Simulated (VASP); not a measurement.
Data:

```xyz
1
Lattice="0.0000 2.7179 2.7179 2.7179 0.0000 2.7179 2.7179 2.7179 0.0000" Properties=species:S:1:pos:R:3 pbc="T T T"
Ca     2.7179     0.0000     2.7179
```

All values below come from PBE GGA with D3 dispersion (Becke-Johnson damping), VASP's PBE PAW potentials (set 64) (plane waves; VASP). Numerical set-up: 520 eV cut-off, Gaussian smearing of 0.050 eV, potentials Ca_sv.

Q: Estimate the band gap (along the path) with the smallest direct gap where there is one.

A: 
The band gap (along the path) is none (metal, semimetal or under 0.01 eV).

The compound is Ca in the fcc structure. It was relaxed first, which changed the volume by -8 %.
